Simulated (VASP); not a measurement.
Input:

```xyz
2
Lattice="4.2282 -2.3218 -0.0077 4.2282 2.3218 -0.0077 2.9603 0.0000 3.8086" Properties=species:S:1:pos:R:3 pbc="T T T"
Bi     2.6936     0.0000     0.8949
Bi     8.7231     0.0000     2.8982
```

These are optB86b-vdW, VASP's PBE PAW potentials (set 64) (plane waves; VASP) values and carry that method's errors. Numerical set-up: 520 eV cut-off, 10×10×10 Γ-centred mesh, first-order Methfessel-Paxton smearing of 0.10 eV, potentials Bi_d.

Question: The ions and cell shape at fixed volume are relaxed. Which structure does the run end with?

Answer: 
```xyz
2
Lattice="4.3078 -2.2965 0.0341 4.3078 2.2965 0.0341 3.0537 0.0000 3.8089" Properties=species:S:1:pos:R:3 pbc="T T T"
Bi     2.7153     0.0000     0.9021
Bi     8.9540     0.0000     2.9749
```
Space group R-3m (166), at a tolerance of 0.03 Å.

Question: How much energy does the relaxation gain?

Answer: The energy (σ→0) changes by -5.3 meV/atom, in 6 ionic steps.

The compound is Bi in the a7 structure. This cell is one point of a volume scan, at 1.06 of the reference volume. Symmetry was kept, so distortions that lower it aren't found.
